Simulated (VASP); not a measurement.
Write the native input for VASP 6.6.1 that does the following.

```yaml
Task: relaxation of cell and atoms
Functional: PBE
Potentials_or_basis: VASP PAW PBE potentials, release 64 (Sb)
Cutoff: 520 eV
k_mesh: 9 × 9 × 9
Occupations: gaussian, width 0.02 eV
Spin: no spin polarisation
Further_INCAR_settings: ALGO = Fast; EDIFF = 1e-07; IBRION = 2; EDIFFG = -0.002; NSW = 80; ISIF = 3
```

The structure of Sb lies in POSCAR:

```
Sb
1.0
    2.1542000000      1.2437279500      3.7580000000
   -2.1542000000      1.2437279500      3.7580000000
    0.0000000000     -2.4874559000      3.7580000000
Sb
2
Direct
    0.2334900000      0.2334900000      0.2334900000
    0.7665100000      0.7665100000      0.7665100000
```

These files were run (other wordings do the same):

INCAR

```
PREC     = Accurate       # precision mode
ENCUT    = 520            # plane-wave cutoff, eV
EDIFF    = 1E-7           # SCF threshold, eV
ISMEAR   = 0              # smearing method
SIGMA    = 0.02           # smearing width, eV
LREAL    = F              # projectors in reciprocal space
LASPH    = T              # aspherical terms in the spheres
NELM     = 60             # most SCF steps
ALGO     = Fast           # electronic algorithm
ISIF     = 3              # what is computed and relaxed
LWAVE    = F              # write WAVECAR
LCHARG   = F              # write CHGCAR
GGA      = PE             # functional
IBRION   = 2              # ionic algorithm
NSW      = 80             # ionic steps
EDIFFG   = -0.002         # ionic threshold
```

KPOINTS

```
Automatic mesh
0
Gamma
  9 9 9
```

Potentials or basis: VASP PAW PBE potentials, release 64 (Sb).

Launch:

```bash
$ cat potpaw_PBE.64/Sb/POTCAR > POTCAR
$ mpirun -np 1 vasp_std > vasp.out
```

Results of the run:

- Relaxed volume: 31.82 Å³/atom
- Relaxed cell: a = 4.590 Å, b = 4.590 Å, c = 4.590 Å, α = 57.00°, β = 57.00°, γ = 57.00°
- Space group after relaxing (to 0.05 Å): R-3m (No. 166)
- Energy gained by relaxing: 13.0 meV/atom
- Ionic steps: 9
- Pressure after relaxing: 0.0 GPa
- Band gap on the k mesh: 0.17 eV, indirect (least direct gap 0.50 eV)

Caveat: spin-orbit coupling is left out, which moves the levels of the heavy elements; an odd mesh through Γ misses points on the zone boundary, where band edges often lie.

It took 92 s on 1 thread of Intel(R) Xeon(R) 6975P-C (Granite Rapids) (shared host), peak memory 0.24 GiB.
